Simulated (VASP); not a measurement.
Wanted: the native input for a VASP 6.6.1 run.

```
Task                   : single point
Functional             : PBE
Dispersion             : D3(BJ)
Potentials or basis    : VASP PAW PBE potentials, release 64 (Mg, I)
Cutoff                 : 520 eV
k mesh                 : 6 × 6 × 4
Occupations            : gaussian, width 0.02 eV
Spin                   : no spin polarisation
Dipole correction      : no
Further INCAR settings : ALGO = Normal; EDIFF = 1e-06; NBANDS = 15
```

The structure of MgI2 lies in POSCAR:

```
MgI2
1.0
    4.1244730574      0.0000000028      0.0000000000
   -2.0622365311      3.5718984435      0.0000000000
    0.0000000000      0.0000000000      6.8394340231
Mg I
1 2
Direct
    0.0000000000      0.0000000000      0.0000000000
    0.3333333333      0.6666666667      0.2452670622
    0.6666666667      0.3333333333      0.7547329378
```

The cell comes from a database or a generator and needn't be the stable form of this composition.

The input as run:

INCAR

```
SYSTEM = MgI2
PREC = Accurate
ENCUT = 520
EDIFF = 1E-6
ISMEAR = 0
SIGMA = 0.02
LREAL = .False.
LASPH = .True.
NELM = 100
ALGO = Normal
ISIF = 2
LWAVE = .False.
LCHARG = .True.
GGA = PE
IVDW = 12
LELF = .True.
LVHAR = .True.
NBANDS = 15
```

KPOINTS

```
Automatic mesh
0
Gamma
  6 6 4
  0 0 0
```

Potentials or basis: VASP PAW PBE potentials, release 64 (Mg, I).

Launch:

```bash
$ cat potpaw_PBE.64/Mg/POTCAR potpaw_PBE.64/I/POTCAR > POTCAR
$ mpirun -np 1 vasp_std > vasp.out
```

It gave:

* Pressure: -0.1 GPa
* Largest force: 0.010 eV/Å
* Band gap on the k mesh: 3.53 eV, indirect (least direct gap 3.75 eV)
* Dispersion energy per atom: -0.315 eV

Caveat: spin-orbit coupling is left out, which moves the levels of the heavy elements.

It took 54 s on 1 thread of Intel(R) Xeon(R) Platinum 8375C CPU @ 2.90GHz (Ice Lake), with other jobs on the host, peak memory 0.24 GiB.
